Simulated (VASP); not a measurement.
These are r2SCAN meta-GGA, VASP's PBE PAW potentials (set 64) (plane waves; VASP) values and carry that method's errors.

Gaps are without spin-orbit coupling.

Task: Order these relaxed crystals by band gap, smallest first: B4C, Cm (8); Li2HfN2, P-3m1 (164); InGa3N4, P3m1 (156); CaPbF6, Fm-3m (225).

Result: InGa3N4, P3m1 (156) (1.05 eV), Li2HfN2, P-3m1 (164) (2.33 eV), B4C, Cm (8) (3.24 eV), CaPbF6, Fm-3m (225) (4.41 eV)
